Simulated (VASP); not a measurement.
```yaml
crystal:
  lattice:
    - [4.46833, 0.00000, 0.00000]
    - [0.00000, 4.46833, 0.00000]
    - [0.00000, 0.00000, 4.46833]
  atoms:
    - { symbol: Mg, position: [0.50000, 0.50000, 0.00000] }
    - { symbol: Mg, position: [0.00000, 0.50000, 0.50000] }
    - { symbol: Mg, position: [0.50000, 0.00000, 0.50000] }
    - { symbol: Tl, position: [0.00000, 0.00000, 0.00000] }
```

All values below come from PBEsol GGA, VASP's PBE PAW potentials (set 64) (plane waves; VASP). Run with 400 eV cut-off, 8×8×8 Γ-centred mesh, tetrahedra with Blöchl corrections, potentials Mg Tl_d.

Unless said otherwise, spin-orbit coupling is left out, though it shifts the bands of the heavy elements here.

**Question.** Predict the energy per atom (σ→0), band gap (on the k-mesh) with the smallest direct gap where there is one.

**Answer.** 
```
Property                                                    Result
------------------------  ----------------------------------------
band gap (on the k-mesh)  none (metal, semimetal or under 0.01 eV)
energy per atom (σ→0)                               -2.020 eV/atom
```

Total energies compare only between runs with the same potentials, cut-off and functional.

The structure comes from a computed database's Mg3Tl entry (Pm-3m); how it stands against other phases isn't given here. It was relaxed first. The electron count is odd and the run is not spin-polarised, which forces a metal. VASP warned that the highest band is occupied, so more bands are needed.
